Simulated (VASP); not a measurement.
```xyz
4
Lattice="4.0878 0.0000 0.0000 0.0000 4.0878 0.0000 0.0000 0.0000 4.0878" Properties=species:S:1:pos:R:3 pbc="T T T"
Sc     0.0000     0.0000     0.0000
Al     2.0439     0.0000     2.0439
Al     0.0000     2.0439     2.0439
Al     2.0439     2.0439     0.0000
```

Level of theory: PBE GGA, VASP's PBE PAW potentials (set 64) (plane waves; VASP). Settings: 420 eV cut-off, 7×7×7 Γ-centred mesh, first-order Methfessel-Paxton smearing of 0.050 eV, potentials Sc_sv Al.

**Question.** The ions, cell shape and volume are relaxed. Which structure does the run end with?

**Answer.** 
```xyz
4
Lattice="4.1049 0.0000 0.0000 0.0000 4.1049 0.0000 0.0000 0.0000 4.1049" Properties=species:S:1:pos:R:3 pbc="T T T"
Sc     0.0000     0.0000     0.0000
Al     2.0525     0.0000     2.0525
Al     0.0000     2.0525     2.0525
Al     2.0525     2.0525     0.0000
```
Space group Pm-3m (221), at a tolerance of 0.03 Å.

**Question.** How do energy and volume change from the first to the last step?

**Answer.** The energy (σ→0) changes by -0.7 meV/atom and the volume by +1.3 %, in 3 ionic steps.

| step | E(σ→0) (eV) | max force (eV/Å) | pressure (GPa) | volume (Å³) |
|---|---|---|---|---|
| 1 | -19.2928 | 0.000 | 1.13 | 68.31 |
| 2 | -19.2953 | 0.000 | -0.43 | 69.50 |
| 3 | -19.2957 | 0.000 | 0.00 | 69.17 |

The structure comes from a computed database's ScAl3 entry; how it stands against other phases isn't given here. This run relaxes it. Symmetry was kept, so distortions that lower it aren't found. The run is one of a series of settings (EDIFFG = -0.01, ENCUT = 420, IBRION = 2, ISIF = 3, NSW = 50 against the base run), some of them coarse on purpose.
